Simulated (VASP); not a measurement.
Input:

```yaml
crystal:
  lattice:
    - [0.00000, 3.26594, 3.26594]
    - [3.26594, 0.00000, 3.26594]
    - [3.26594, 3.26594, 0.00000]
  atoms:
    - { symbol: Na, position: [0.00000, 0.00000, 0.00000] }
    - { symbol: I, position: [0.50000, 0.50000, 0.50000] }
```

All values below come from PBE GGA, VASP's PBE PAW potentials (set 64) (plane waves; VASP 6.6.1). Numerical set-up: 520 eV cut-off, 7×7×7 Γ-centred mesh, Gaussian smearing of 0.050 eV, potentials Na_pv I.

**Question.** Give the energy at these volumes per atom, relative to the lowest: 32.68, 33.72, 34.77, 35.81, 36.85 Å³.

**Answer.** 7.1, 1.8, 0.0, 1.2, 4.9 meV/atom. A third-order Birch-Murnaghan fit gives B0 = 15.1 GPa and B0′ = 4.7.

The compound is NaI in the rock salt structure. It was relaxed first.
